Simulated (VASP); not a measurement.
## Input and output of a VASP r²SCAN single-point calculation on Sr₂C (antifluorite)

INCAR

```
ALGO = Normal
ENCUT = 520
ISMEAR = -1
EDIFF = 1E-7
LASPH = .TRUE.
SIGMA = 0.02
PREC = Accurate
NBANDS = 19
LREAL = .FALSE.
LELF = .TRUE.
NSW = 0
LCHARG = .TRUE.
IBRION = -1
NELM = 120
LWAVE = .FALSE.
METAGGA = R2SCAN
ISIF = 2
```

KPOINTS

```
KPOINTS created by Atomic Simulation Environment
0
Gamma
6 6 6
0 0 0
```

KPOINTS_OPT

```
special points
6
Reciprocal
0.0000000000 0.0000000000 0.0000000000 1
0.5000000000 0.0000000000 0.5000000000 1
0.5000000000 0.2500000000 0.7500000000 1
0.3750000000 0.3750000000 0.7500000000 1
0.5000000000 0.5000000000 0.5000000000 1
0.6250000000 0.2500000000 0.6250000000 1
```

POSCAR

```
C  Sr
 1.0000000000000000
     0.0000000000000000    3.3601424488749654    3.3601424488749654
     3.3601424488749654    0.0000000000000000    3.3601424488749654
     3.3601424488749654    3.3601424488749654   -0.0000000000000000
 C   Sr
   1   2
Cartesian
 -0.0000000000000000 -0.0000000000000000 -0.0000000000000000
  1.6800712244374825  1.6800712244374825  1.6800712244374825
  5.0402136733124472  5.0402136733124472  5.0402136733124472
```

VASP ran with the recommended PBE PAW datasets (24 valence electrons in the cell).

Command

```
mpirun -np 1 vasp_std
```

From OUTCAR

```
k-points           NKPTS =     16   k-points in BZ     NKDIM =     16   number of bands    NBANDS=     19

   NELECT =      24.0000    total number of electrons

   dimension x,y,z NGX =    36 NGY =   36 NGZ =   36
   dimension x,y,z NGXF=    72 NGYF=   72 NGZF=   72

  energy-cutoff  :      520.00
  volume of cell :       75.88
      direct lattice vectors                 reciprocal lattice vectors
     0.000000000  3.360142449  3.360142449    -0.148803215  0.148803215  0.148803215
     3.360142449  0.000000000  3.360142449     0.148803215 -0.148803215  0.148803215
     3.360142449  3.360142449  0.000000000     0.148803215  0.148803215 -0.148803215

 k-points in reciprocal lattice and weights: KPOINTS created by Atomic Simulation Env
   0.00000000  0.00000000  0.00000000       0.005
   0.16666667  0.00000000  0.00000000       0.037
   0.33333333  0.00000000  0.00000000       0.037
   0.50000000  0.00000000  0.00000000       0.019
   0.16666667  0.16666667  0.00000000       0.028
   0.33333333  0.16666667  0.00000000       0.111
   0.50000000  0.16666667  0.00000000       0.111
  -0.33333333  0.16666667  0.00000000       0.111
   ...

 E-fermi :   3.0583

 k-point     1 :       0.0000    0.0000    0.0000
  band No.  band energies     occupation
      1     -33.7580      2.00000
      2     -33.4870      2.00000
      3     -15.3860      2.00000
      4     -15.3860      2.00000
      5     -15.3860      2.00000
      6     -14.7494      2.00000
      7     -14.7494      2.00000
      8     -14.7494      2.00000
      9      -5.7875      2.00000
     10       1.5612      2.00000
     11       1.5612      2.00000
     12       1.5612      2.00000
     13       3.2017      0.00153
     14       4.5551      0.00000
     15       4.5551      0.00000
     16       8.6011      0.00000
     17       8.6011      0.00000
     18       8.6011      0.00000
     19      10.9879      0.00000

 k-point     2 :       0.1667    0.0000    0.0000
  band No.  band energies     occupation
      1     -33.7393      2.00000
      2     -33.5046      2.00000
      3     -15.3655      2.00000
      4     -15.3505      2.00000
      5     -15.3505      2.00000
      6     -14.8267      2.00000
      7     -14.7998      2.00000
      8     -14.7998      2.00000
      9      -5.6532      2.00000
     10       1.2197      2.00000
     11       1.7429      2.00000
     12       1.7429      2.00000
     13       4.2561      0.00000
     14       4.7926      0.00000
     15       4.7926      0.00000
     16       7.5832      0.00000
     17       8.4636      0.00000
     18       8.4636      0.00000
     19      10.9212      0.00000

 k-point     3 :       0.3333    0.0000    0.0000
  band No.  band energies     occupation
      1     -33.6885      2.00000
      2     -33.5530      2.00000
      3     -15.3005      2.00000
      4     -15.2487      2.00000
      5     -15.2487      2.00000
      6     -15.0014      2.00000
      7     -14.9314      2.00000
      8     -14.9314      2.00000
      9      -5.4030      2.00000
     10       1.2070      2.00000
     11       2.1605      2.00000
     12       2.1605      2.00000
     13       5.4146      0.00000
     14       5.4355      0.00000
     15       5.4355      0.00000
     16       6.9918      0.00000
     17       7.9902      0.00000
     18       7.9902      0.00000
     19       9.0906      0.00000

 k-point     4 :       0.5000    0.0000    0.0000
  band No.  band energies     occupation
      1     -33.6201      2.00000
      2     -33.6201      2.00000
      3     -15.2017      2.00000
      4     -15.1532      2.00000
      5     -15.1037      2.00000
      6     -15.1037      2.00000
      7     -15.0913      2.00000
      8     -15.0913      2.00000
      9      -5.2877      2.00000
     10       1.3960      2.00000
     11       2.4077      2.00000
     12       2.4077      2.00000
     13       5.2501      0.00000
     14       5.9689      0.00000
     15       5.9689      0.00000
     16       7.1155      0.00000
     17       7.8332      0.00000
     18       7.8334      0.00000
     19       7.9574      0.00000

 k-point     5 :       0.1667    0.1667    0.0000
  band No.  band energies     occupation
      1     -33.7346      2.00000
      2     -33.5087      2.00000
      3     -15.4251      2.00000
      4     -15.4251      2.00000
      5     -15.1925      2.00000
      6     -15.0170      2.00000
      7     -14.7256      2.00000
      8     -14.7256      2.00000
      9      -5.6156      2.00000
     10       0.9944      2.00000
     11       1.9085      2.00000
     12       1.9085      2.00000
     13       4.4953      0.00000
     14       4.7713      0.00000
     15       4.8121      0.00000
     16       8.0681      0.00000
     17       8.0681      0.00000
     18       8.1045      0.00000
     19       9.3373      0.00000

 k-point     6 :       0.3333    0.1667    0.0000
  band No.  band energies     occupation
      1     -33.6987      2.00000
      2     -33.5423      2.00000
      3     -15.4298      2.00000
      4     -15.4161      2.00000
      5     -15.2501      2.00000
      6     -15.0086      2.00000
      7     -14.7701      2.00000
      8     -14.7566      2.00000
      9      -5.4189      2.00000
     10       0.9800      2.00000
     11       2.2095      2.00000
     12       2.3023      2.00000
     13       4.6241      0.00000
     14       5.2121      0.00000
     15       5.8950      0.00000
     16       7.4121      0.00000
     17       7.6117      0.00000
     18       7.8003      0.00000
     19       8.8378      0.00000

 k-point     7 :       0.5000    0.1667    0.0000
  band No.  band energies     occupation
      1     -33.6421      2.00000
      2     -33.5970      2.00000
      3     -15.4332      2.00000
      4     -15.3563      2.00000
      5     -15.3188      2.00000
      6     -14.9109      2.00000
      7     -14.8756      2.00000
      8     -14.8375      2.00000
      9      -5.2705      2.00000
     10       1.4467      2.00000
     11       2.2940      2.00000
     12       2.5499      2.00000
     13       4.2711      0.00000
     14       6.0146      0.00000
     15       6.6990      0.00000
     16       6.7135      0.00000
     17       7.0972      0.00000
     18       8.2418      0.00000
     19       8.9827      0.00000

 k-point     8 :      -0.3333    0.1667    0.0000
  band No.  band energies     occupation
      1     -33.6590      2.00000
      2     -33.5807      2.00000
      3     -15.5006      2.00000
      4     -15.2153      2.00000
      5     -15.1519      2.00000
      6     -15.0836      2.00000
      7     -15.0422      2.00000
      8     -14.7212      2.00000
      9      -5.3031      2.00000
     10       1.4292      2.00000
     11       2.2785      2.00000
     12       2.3367      2.00000
     13       4.4164      0.00000
     14       5.9252      0.00000
     15       6.0832      0.00000
     16       7.5711      0.00000
     17       7.6804      0.00000
     18       7.8573      0.00000
     19       8.5881      0.00000

 k-point     9 :      -0.1667    0.1667    0.0000
  band No.  band energies     occupation
      1     -33.7114      2.00000
      2     -33.5307      2.00000
      3     -15.4678      2.00000
      4     -15.2424      2.00000
      5     -15.2130      2.00000
      6     -15.0112      2.00000
      7     -14.9591      2.00000
      8     -14.7026      2.00000
      9      -5.4892      2.00000
     10       1.1088      2.00000
     11       1.9314      2.00000
     12       2.1106      2.00000
     13       4.7838      0.00000
     14       5.2253      0.00000
     15       5.3623      0.00000
     16       7.0006      0.00000
     17       8.0266      0.00000
     18       8.9588      0.00000
     19       9.1609      0.00000

 k-point    10 :       0.3333    0.3333    0.0000
  band No.  band energies     occupation
      1     -33.6871      2.00000
      2     -33.5517      2.00000
      3     -15.5103      2.00000
      4     -15.5017      2.00000
      5     -15.5017      2.00000
      6     -14.7848      2.00000
      7     -14.6776      2.00000
      8     -14.6776      2.00000
      9      -5.3326      2.00000
     10       0.7989      2.00000
     11       2.6449      2.00000
     12       2.6449      2.00000
     13       3.9375      0.00000
     14       5.2801      0.00000
     15       6.5321      0.00000
     16       6.8969      0.00000
     17       7.6100      0.00000
     18       7.6100      0.00000
     19       9.0714      0.00000

 ...

  Total        0.0928224      0.0928224      0.0928224      0.0000000     -0.0000000      0.0000000
  in kB        1.9600183      1.9600183      1.9600183      0.0000000     -0.0000000      0.0000000
  external PRESSURE =       1.9600183 kB  Pullay stress =       0.0000000 kB

 POSITION                                       TOTAL-FORCE (eV/Angst)
 -----------------------------------------------------------------------------------
      0.00000      0.00000      0.00000        -0.000000     -0.000000     -0.000000
      1.68007      1.68007      1.68007         0.000000      0.000000      0.000000
      5.04021      5.04021      5.04021        -0.000000     -0.000000     -0.000000
 -----------------------------------------------------------------------------------
    total drift:                                0.000000      0.000000      0.000000

  FREE ENERGIE OF THE ION-ELECTRON SYSTEM (eV)
  ---------------------------------------------------
  free  energy   TOTEN  =       -38.6049215452 eV

  energy  without entropy=      -38.6039766966  energy(sigma->0) =      -38.60444912
```

| Property | Result |
| --- | --- |
| gap between bands v and c | 0.06 eV |
| least direct gap | 0.06 eV |
| pressure | 0.2 GPa |

Band v is the last that the valence electrons fill when counted band by band, and c is the next.

The run took about 2 min on one core of a shared host (Intel Xeon Platinum 8488C) and held 0.21 GiB at most.
